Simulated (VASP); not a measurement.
Level of theory: PBE GGA, VASP's PBE PAW potentials (set 64) (plane waves; VASP).

VASP input:

**KPOINTS**
```
K-points
0
G
  7 7 6
```

**INCAR**
```
LMAXMIX=4   # l cut-off of mixed one-centre charges
EDIFF=1E-6
NELM=100
SIGMA=0.1
LWAVE=.FALSE.
ADDGRID=.TRUE.
ISMEAR=1   # Methfessel-Paxton
LCHARG=.FALSE.
ENCUT=400   # plane-wave cut-off (eV)
ALGO=Normal   # blocked Davidson
GGA=PE
LREAL=.FALSE.   # projection in real space or not
SYSTEM=Ga
LASPH=.TRUE.
ISIF=2   # forces and stress, cell fixed
PREC=Accurate
```

POSCAR:
```
Ga
1
    2.3052000000    -3.9066000000    -0.0000000000
    2.3052000000     3.9066000000     0.0000000000
    0.0000000000     0.0000000000     4.6206000000
Ga
4
Direct
  0.1549000000   0.8451000000   0.9190000000
  0.3451000000   0.6549000000   0.4190000000
  0.6549000000   0.3451000000   0.5810000000
  0.8451000000   0.1549000000   0.0810000000
```

POTCAR, in this order: Ga_d (PBE.64 set). Program: vasp_std.

The run wrote:

### OSZICAR
```
       N       E                     dE             d eps       ncg     rms          rms(c)
DAV:   1     0.326205822579E+03    0.32621E+03   -0.22891E+04  3996   0.268E+03
DAV:   2     0.248817114339E+02   -0.30132E+03   -0.29670E+03  4220   0.509E+02
DAV:   3    -0.106904291044E+02   -0.35572E+02   -0.35236E+02  4493   0.141E+02
DAV:   4    -0.116630472675E+02   -0.97262E+00   -0.96861E+00  4435   0.279E+01
DAV:   5    -0.116838639869E+02   -0.20817E-01   -0.20813E-01  4709   0.407E+00    0.233E+00
DAV:   6    -0.116152660248E+02    0.68598E-01   -0.19216E-01  4740   0.598E+00    0.130E+00
DAV:   7    -0.116032354211E+02    0.12031E-01   -0.57365E-02  5287   0.264E+00    0.296E-01
DAV:   8    -0.116025280391E+02    0.70738E-03   -0.13818E-02  4346   0.136E+00    0.480E-02
DAV:   9    -0.116026827115E+02   -0.15467E-03   -0.10204E-03  4395   0.350E-01    0.247E-02
DAV:  10    -0.116026952546E+02   -0.12543E-04   -0.23080E-04  4715   0.170E-01    0.622E-03
DAV:  11    -0.116026972038E+02   -0.19492E-05   -0.42151E-05  4583   0.794E-02    0.514E-03
DAV:  12    -0.116026967260E+02    0.47778E-06   -0.11726E-05  4600   0.406E-02    0.891E-04
DAV:  13    -0.116026967779E+02   -0.51932E-07   -0.86448E-07  2565   0.881E-03
   1 F= -.11602697E+02 E0= -.11602216E+02  d E =-.144284E-02
```

OUTCAR:
```
------------------------ aborting loop because EDIFF is reached ----------------------------------------
  FORCE on cell =-STRESS in cart. coord.  units (eV):
  Direction    XX          YY          ZZ          XY          YZ          ZX
  --------------------------------------------------------------------------------------
  Total       -1.0679069     -0.4364097     -0.6604485      0.0000000      0.0000000      0.0000000
  in kB      -20.5592875     -8.4017355    -12.7149203      0.0000000      0.0000000      0.0000000
  external PRESSURE =     -13.8919811 kB  Pullay stress =       0.0000000 kB
  volume of cell :       83.22
      direct lattice vectors                 reciprocal lattice vectors
     2.305200000 -3.906600000  0.000000000     0.216900920 -0.127988532  0.000000000
     2.305200000  3.906600000  0.000000000     0.216900920  0.127988532  0.000000000
     0.000000000  0.000000000  4.620600000     0.000000000  0.000000000  0.216422110
 POSITION                                       TOTAL-FORCE (eV/Angst)
 -----------------------------------------------------------------------------------
      2.30520      2.69634      4.24633         0.000000     -0.103637     -0.017872
      2.30520      1.21026      1.93603         0.000000      0.103637     -0.017872
      2.30520     -1.21026      2.68457         0.000000     -0.103637      0.017872
      2.30520     -2.69634      0.37427         0.000000      0.103637      0.017872
 -----------------------------------------------------------------------------------
    total drift:                                0.000000     -0.000000      0.000000
  FREE ENERGIE OF THE ION-ELECTRON SYSTEM (eV)
  ---------------------------------------------------
  free  energy   TOTEN  =       -11.6026967779 eV

  energy  without entropy=      -11.6012539386  energy(sigma->0) =      -11.60221583
```
(Selected blocks of OUTCAR.)

**OUTCAR**
```
 val. band max:        4.5564927726   @ k =   0.0000   0.0000   0.5000

 cond. band min:       4.5584802072   @ k =   0.2857   0.2857   0.0000


 Fermi energy:         4.5584012656

 k-point     1 :       0.0000    0.0000    0.0000
  band No.  band energies     occupation
      1     -10.5405      2.00000
      2     -10.5378      2.00000
      3     -10.5169      2.00000
      4     -10.5008      2.00000
      5     -10.4766      2.00000
      6     -10.4520      2.00000
      7     -10.3998      2.00000
      8     -10.3611      2.00000
      9     -10.3399      2.00000
     10     -10.3275      2.00000
     11     -10.3095      2.00000
     12     -10.3090      2.00000
     13     -10.3053      2.00000
     14     -10.2731      2.00000
     15     -10.2560      2.00000
     16     -10.2070      2.00000
     17     -10.1626      2.00000
     18     -10.1489      2.00000
     19     -10.1383      2.00000
     20     -10.0540      2.00000
     21      -6.0852      2.00000
     22       0.2583      2.00000
     23       0.9306      2.00000
     24       2.6329      2.00000
     25       2.9824      2.00000
     26       3.8290      2.00000
     27       5.3496     -0.00000
     28       5.4562     -0.00000
     29       5.6089     -0.00000
     30       9.2761      0.00000
     31       9.6860      0.00000

 k-point     2 :       0.1429    0.0000    0.0000
  band No.  band energies     occupation
      1     -10.5425      2.00000
      2     -10.5304      2.00000
      3     -10.5210      2.00000
      4     -10.5079      2.00000
      5     -10.4654      2.00000
      6     -10.4476      2.00000
      7     -10.4076      2.00000
      8     -10.3947      2.00000
      9     -10.3496      2.00000
     10     -10.3399      2.00000
     11     -10.3016      2.00000
     12     -10.2908      2.00000
     13     -10.2842      2.00000
     14     -10.2717      2.00000
     15     -10.2429      2.00000
     16     -10.1933      2.00000
     17     -10.1673      2.00000
...
```

The compound is Ga in the alpha structure. The cell was not relaxed at this level. The run is one of a series of settings (ADDGRID = .TRUE. against the base run), some of them coarse on purpose.
